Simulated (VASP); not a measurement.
These are r2SCAN meta-GGA, VASP's PBE PAW potentials (set 64) (plane waves; VASP 6.6.1) values and carry that method's errors.

VASP input:

POSCAR:
```
Rb
1.0
 -2.8765807231   2.8765807231   2.8765807231
  2.8765807231  -2.8765807231   2.8765807231
  2.8765807231   2.8765807231  -2.8765807231
Rb
1
Cartesian
  0.0000000000   0.0000000000   0.0000000000
```

INCAR:
```
! general
SYSTEM =Rb
PREC   =Accurate
ENCUT  =480   ! plane-wave cut-off (eV)
LREAL  =.FALSE.
LASPH  =.TRUE.   ! aspherical one-centre terms

! electronic loop
EDIFF  =1E-6   ! SCF stop (eV)
NELM   =100
ALGO   =Normal   ! blocked Davidson
LMAXMIX=4   ! l cut-off of mixed one-centre charges
LMIXTAU=.TRUE.

! smearing
ISMEAR =1
SIGMA  =0.1

! functional
METAGGA=R2SCAN

! ions
IBRION =2   ! conjugate gradients
NSW    =60
ISIF   =3
EDIFFG =-0.01

! output
LWAVE  =.FALSE.
LCHARG =.FALSE.
```

### KPOINTS
```
kpoints
0
gamma
8 8 8
```

POTCAR, in this order: Rb_sv (PBE.64 set). Program: vasp_std.

### Question
What will the output report for the number of irreducible k-points (NKPTS), largest plane-wave count, number of space-group operations, FFT grid (NGX, NGY, NGZ)?

### Answer

| Property | Value |
|---|---|
| number of irreducible k-points (NKPTS) | 29 |
| largest plane-wave count | 2316 |
| number of space-group operations | 48 |
| FFT grid (NGX, NGY, NGZ) | 36 × 36 × 36 |

The compound is Rb in the bcc structure. It was relaxed first, which changed the volume by +6 %. The start is the result of an earlier pass.
